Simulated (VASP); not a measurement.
Method: PBEsol GGA, VASP's PBE PAW potentials (set 64) (plane waves; VASP).

VASP ran on this input.

KPOINTS:
```
Automatic mesh
0
Gamma
10 10 10
0 0 0
```

File POSCAR:
```
LiH
1
    0.0000000000     1.9879338360     1.9879338360
    1.9879338360     0.0000000000     1.9879338360
    1.9879338360     1.9879338360     0.0000000000
Li H
1 1
Direct
  0.0000000000   0.0000000000   0.0000000000
  0.5000000000   0.5000000000   0.5000000000
```

### INCAR
```
ALGO=Normal
EDIFF=1E-7
ENCUT=650
GGA=PS
IBRION=6
ISIF=3
ISMEAR=0
LASPH=.TRUE.
LCHARG=.FALSE.
LREAL=.FALSE.
LWAVE=.FALSE.
NELM=100
NFREE=2
NSW=1
POTIM=0.015
PREC=Accurate
SIGMA=0.05
SYSTEM=LiH
```

POTCAR, in this order: Li_sv H (PBE.64 set). Program: vasp_std.

What VASP printed:

File OUTCAR:
```
 ion  position               nearest neighbor table
   1  0.000  0.000  0.000-
   2  0.500  0.500  0.500-
  LATTYP: Found a face centered cubic cell.
 ALAT       =     3.9758676720
 Subroutine PRICEL returns:
 Original cell was already a primitive cell.
 Subroutine GETGRP returns: Found 48 space group operations
The static configuration has the point symmetry O_h .
The dynamic configuration has the point symmetry O_h .
 Subroutine INISYM returns: Found 48 space group operations
 Subroutine IBZKPT returns following result:
 Found     47 irreducible k-points:

 Following reciprocal coordinates:
            Coordinates               Weight
  0.000000  0.000000  0.000000      1.000000
  0.100000  0.000000  0.000000      8.000000
  0.200000  0.000000  0.000000      8.000000
  0.300000  0.000000  0.000000      8.000000
  0.400000  0.000000  0.000000      8.000000
  0.500000  0.000000  0.000000      4.000000
  0.100000  0.100000  0.000000      6.000000
  0.200000  0.100000  0.000000     24.000000
  0.300000  0.100000  0.000000     24.000000
  0.400000  0.100000  0.000000     24.000000
  0.500000  0.100000  0.000000     24.000000
 -0.400000  0.100000  0.000000     24.000000
 -0.300000  0.100000  0.000000     24.000000
 -0.200000  0.100000  0.000000     24.000000
 -0.100000  0.100000  0.000000     12.000000
  0.200000  0.200000  0.000000      6.000000
  0.300000  0.200000  0.000000     24.000000
  0.400000  0.200000  0.000000     24.000000
  0.500000  0.200000  0.000000     24.000000
 -0.400000  0.200000  0.000000     24.000000
 -0.300000  0.200000  0.000000     24.000000
 -0.200000  0.200000  0.000000     12.000000
  0.300000  0.300000  0.000000      6.000000
  0.400000  0.300000  0.000000     24.000000
  0.500000  0.300000  0.000000     24.000000
 -0.400000  0.300000  0.000000     24.000000
 -0.300000  0.300000  0.000000     12.000000
  0.400000  0.400000  0.000000      6.000000
  0.500000  0.400000  0.000000     24.000000
 -0.400000  0.400000  0.000000     12.000000
  0.500000  0.500000  0.000000      3.000000
  0.300000  0.200000  0.100000     24.000000
  0.400000  0.200000  0.100000     48.000000
  0.500000  0.200000  0.100000     48.000000
 -0.400000  0.200000  0.100000     24.000000
  0.400000  0.300000  0.100000     24.000000
  0.500000  0.300000  0.100000     48.000000
 -0.400000  0.300000  0.100000     48.000000
 -0.300000  0.300000  0.100000     48.000000
 -0.200000  0.300000  0.100000     24.000000
 Subroutine IBZKPT_HF returns following result:
   k-points           NKPTS =     47   k-points in BZ     NKDIM =     47   number of bands    NBANDS=      6
   number of dos      NEDOS =    301   number of ions     NIONS =      2
   total plane-waves  NPLWV =  13824
   dimension x,y,z NGX =    24 NGY =   24 NGZ =   24
   dimension x,y,z NGXF=    48 NGYF=   48 NGZF=   48
   ions per type =               1   1
   PREC   = accura    normal or accurate (medium, high low for compatibility)
   ISTART =      0    job   : 0-new  1-cont  2-samecut
   ICHARG =      2    charge: 1-file 2-atom 10-const
   ISPIN  =      1    spin polarized calculation?
   LNONCOLLINEAR =      F non collinear calculations
   LSORBIT =      F    spin-orbit coupling
   INIWAV =      1    electr: 0-lowe 1-rand  2-diag
   ENCUT  =  650.0 eV  47.77 Ry    6.91 a.u.   5.84  5.84  5.84*2*pi/ulx,y,z
   NELM   =    100;   NELMIN=  2; NELMDL= -5     # of ELM steps
   EDIFF  = 0.1E-06   stopping-criterion for ELM
   LREAL  =      F    real-space projection
   NLSPLINE    = F    spline interpolate recip. space projectors
...
```

**OUTCAR**
```


 TOTAL ELASTIC MODULI (kBar)
 Direction    XX          YY          ZZ          XY          YZ          ZX
 --------------------------------------------------------------------------------
 XX         922.9014     99.3621     99.3621     -0.0000      0.0000     -0.0000
 YY          99.3621    922.9014     99.3621     -0.0000      0.0000      0.0000
 ZZ          99.3621     99.3621    922.9014     -0.0000     -0.0000     -0.0000
 XY          -0.0000     -0.0000     -0.0000    486.4738      0.0000      0.0000
 YZ           0.0000      0.0000     -0.0000      0.0000    486.4738      0.0000
 ZX          -0.0000      0.0000     -0.0000      0.0000      0.0000    486.4738
 --------------------------------------------------------------------------------
```
(Selected blocks of OUTCAR.)

The compound is LiH in the rock salt structure. It was relaxed first, which changed the volume by -7 %.
